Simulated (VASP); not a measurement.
**Cs (relaxed from the hcp structure, space group P6_3/mmc): computed properties**

Level of theory: PBEsol GGA, VASP's PBE PAW potentials (set 64) (plane waves; VASP).

* **space group**: P6_3/mmc (194)
* **cell**: a = b = 5.354 Å, c = 8.752 Å, α = β = 90.00°, γ = 120.00°
* **volume per atom**: 108.62 Å³/atom
* **band gap (over mesh and band path)**: none (metal, semimetal or under 0.01 eV)
* **density**: 2.03 g/cm³

Space group P6₃/mmc (No. 194); a = 5.354 Å, b = 5.354 Å, c = 8.752 Å, α = 90.00°, β = 90.00°, γ = 120.00°

```tsv
atom	site	symmetry	x	y	z
Cs	2c	-6m2	0.3333	0.6667	0.2500
```

Unless said otherwise, spin-orbit coupling is left out, though it shifts the bands of the heavy elements here.

The structure was generated: Cs was put into the hcp type (P6_3/mmc), which need not be its known phase. It was relaxed first. Symmetry was kept, so distortions that lower it aren't found.
